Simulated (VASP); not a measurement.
All values below come from PBEsol GGA, VASP's PBE PAW potentials (set 64) (plane waves; VASP 6.6.1).

The input files of a VASP run:

### KPOINTS
```
Automatic mesh
0
G
 11 11 11
0 0 0
```

INCAR:
```
SYSTEM = TaSi
PREC = Accurate; ENCUT = 400; LREAL = .FALSE.
LASPH = .TRUE.
EDIFF = 1E-6; NELM = 100; ALGO = Normal
LMAXMIX = 6
ISMEAR = 1; SIGMA = 0.1
GGA = PS
IBRION = 2; NSW = 60; ISIF = 3
EDIFFG = -0.01
LWAVE = .FALSE.; LCHARG = .FALSE.
```

POSCAR:
```
TaSi
1
    3.1330430000     0.0000000000     0.0000000000
    0.0000000000     3.1330430000     0.0000000000
    0.0000000000     0.0000000000     3.1330430000
Ta Si
1 1
Direct
  0.0000000000   0.0000000000   0.0000000000
  0.5000000000   0.5000000000   0.5000000000
```

POTCAR, in this order: Ta_pv Si (PBE.64 set). Program: vasp_std.

The resulting files:

### OSZICAR
```
       N       E                     dE             d eps       ncg     rms          rms(c)
DAV:   1     0.545421972096E+02    0.54542E+02   -0.69548E+03  1232   0.103E+03
DAV:   2    -0.175600596109E+02   -0.72102E+02   -0.69539E+02  1397   0.248E+02
DAV:   3    -0.194203121096E+02   -0.18603E+01   -0.17290E+01  1599   0.352E+01
DAV:   4    -0.194502308978E+02   -0.29919E-01   -0.28761E-01  1477   0.400E+00
DAV:   5    -0.194506961675E+02   -0.46527E-03   -0.46507E-03  1556   0.458E-01    0.161E+01
DAV:   6    -0.186800488274E+02    0.77065E+00   -0.24040E+00  1400   0.128E+01    0.705E+00
DAV:   7    -0.186211667110E+02    0.58882E-01   -0.12325E-01  1500   0.326E+00    0.272E+00
DAV:   8    -0.186080121422E+02    0.13155E-01   -0.15582E-02  1409   0.903E-01    0.184E-01
DAV:   9    -0.186079265047E+02    0.85638E-04   -0.38520E-04  1483   0.209E-01    0.114E-01
DAV:  10    -0.186079233996E+02    0.31051E-05   -0.43159E-05  1657   0.728E-02    0.987E-03
DAV:  11    -0.186079191887E+02    0.42109E-05   -0.28309E-06  1211   0.185E-02    0.772E-03
DAV:  12    -0.186079190036E+02    0.18511E-06   -0.31843E-07   733   0.432E-03
   1 F= -.18607919E+02 E0= -.18608495E+02  d E =-.186079E+02
       N       E                     dE             d eps       ncg     rms          rms(c)
DAV:   1    -0.186397549943E+02   -0.31836E-01   -0.10644E+00  1277   0.136E+01    0.167E+00
DAV:   2    -0.186104789269E+02    0.29276E-01   -0.61459E-02  1288   0.271E+00    0.551E-01
DAV:   3    -0.186058502987E+02    0.46286E-02   -0.11065E-02  1570   0.117E+00    0.138E-01
DAV:   4    -0.186054093771E+02    0.44092E-03   -0.16310E-03  1431   0.321E-01    0.513E-02
DAV:   5    -0.186054107432E+02   -0.13661E-05   -0.16918E-04  1465   0.127E-01    0.508E-02
DAV:   6    -0.186054172156E+02   -0.64724E-05   -0.23047E-05  1391   0.337E-02    0.334E-03
DAV:   7    -0.186054169843E+02    0.23130E-06   -0.36511E-07   758   0.536E-03
   2 F= -.18605417E+02 E0= -.18605864E+02  d E =0.250202E-02
       N       E                     dE             d eps       ncg     rms          rms(c)
DAV:   1    -0.186230756275E+02   -0.17658E-01   -0.43446E-01  1295   0.877E+00    0.106E+00
DAV:   2    -0.186111367314E+02    0.11939E-01   -0.26055E-02  1294   0.173E+00    0.345E-01
DAV:   3    -0.186093456337E+02    0.17911E-02   -0.41460E-03  1572   0.707E-01    0.858E-02
DAV:   4    -0.186091488827E+02    0.19675E-03   -0.64816E-04  1411   0.210E-01    0.342E-02
DAV:   5    -0.186091480584E+02    0.82432E-06   -0.50689E-05  1485   0.708E-02    0.299E-02
DAV:   6    -0.186091475493E+02    0.50905E-06   -0.74452E-06  1380   0.185E-02
   3 F= -.18609148E+02 E0= -.18609673E+02  d E =-.122855E-02
```

File OUTCAR:
```
------------------------ aborting loop because EDIFF is reached ----------------------------------------
  FORCE on cell =-STRESS in cart. coord.  units (eV):
  Direction    XX          YY          ZZ          XY          YZ          ZX
  --------------------------------------------------------------------------------------
  Total        0.0001144      0.0001144      0.0001144     -0.0000000      0.0000000     -0.0000000
  in kB        0.0060062      0.0060062      0.0060062     -0.0000000      0.0000000     -0.0000000
  external PRESSURE =       0.0060062 kB  Pullay stress =       0.0000000 kB
  volume of cell :       30.51
      direct lattice vectors                 reciprocal lattice vectors
     3.124661320 -0.000000000  0.000000000     0.320034685 -0.000000000 -0.000000000
     0.000000000  3.124661320 -0.000000000     0.000000000  0.320034685 -0.000000000
     0.000000000  0.000000000  3.124661320    -0.000000000  0.000000000  0.320034685
 POSITION                                       TOTAL-FORCE (eV/Angst)
 -----------------------------------------------------------------------------------
      0.00000      0.00000      0.00000        -0.000000     -0.000000      0.000000
      1.56233      1.56233      1.56233         0.000000      0.000000      0.000000
 -----------------------------------------------------------------------------------
    total drift:                               -0.000000      0.000000     -0.000000
  FREE ENERGIE OF THE ION-ELECTRON SYSTEM (eV)
  ---------------------------------------------------
  free  energy   TOTEN  =       -18.6091475493 eV

  energy  without entropy=      -18.6107244156  energy(sigma->0) =      -18.60967317

 reached required accuracy - stopping structural energy minimisation
```
(Selected blocks of OUTCAR.)

File CONTCAR:
```
TaSi
   1.00000000000000
     3.1246613196857718   -0.0000000000000000    0.0000000000000000
     0.0000000000000000    3.1246613196857718   -0.0000000000000000
     0.0000000000000000    0.0000000000000000    3.1246613196857718
  Ta              Si
     1     1
Direct
     0.0000000000000000    0.0000000000000000    0.0000000000000000
     0.5000000000000000    0.5000000000000000    0.5000000000000000
```

OUTCAR:
```
 val. band max:        8.1328783895   @ k =   0.2727   0.1818   0.0000

 cond. band min:       8.1970475135   @ k =   0.2727   0.2727   0.0000


 Fermi energy:         8.1399705238

 k-point     1 :       0.0000    0.0000    0.0000
  band No.  band energies     occupation
      1     -25.7588      2.00000
      2     -25.7588      2.00000
      3     -25.7588      2.00000
      4      -3.8724      2.00000
      5       5.2869      2.00000
      6       5.2869      2.00000
      7      10.5523      0.00000
      8      10.5523      0.00000
      9      10.5523      0.00000
     10      11.0352      0.00000
     11      11.0352      0.00000

 k-point     2 :       0.0909    0.0000    0.0000
  band No.  band energies     occupation
      1     -25.7913      2.00000
      2     -25.7559      2.00000
      3     -25.7559      2.00000
      4      -3.7137      2.00000
      5       5.2138      2.00000
      6       5.3675      2.00000
      7       9.6806     -0.00000
      8       9.6806     -0.00000
      9      10.2234      0.00000
     10      11.0790      0.00000
     11      11.9698      0.00000

 k-point     3 :       0.1818    0.0000    0.0000
  band No.  band energies     occupation
      1     -25.8775      2.00000
      2     -25.7481      2.00000
      3     -25.7481      2.00000
      4      -3.2505      2.00000
      5       4.7795      2.00000
      6       5.5975      2.00000
      7       8.7274     -0.00000
      8       8.7274     -0.00000
      9       9.9530     -0.00000
     10      11.2000      0.00000
     11      13.1317      0.00000

 k-point     4 :       0.2727    0.0000    0.0000
  band No.  band energies     occupation
      1     -25.9884      2.00000
      2     -25.7379      2.00000
      3     -25.7379      2.00000
      4      -2.5166      2.00000
      5       3.7726      2.00000
      6       5.9372      2.00000
      7       7.9484      2.02078
      8       7.9484      2.02078
      9      10.4934      0.00000
...
```

Unless said otherwise, spin-orbit coupling is left out, though it shifts the bands of the heavy elements here.

The structure was generated: TaSi was put into the CsCl type (Pm-3m), which need not be its known phase. This run relaxes it. Symmetry was kept, so distortions that lower it aren't found. The electron count is odd and the run is not spin-polarised, which forces a metal.
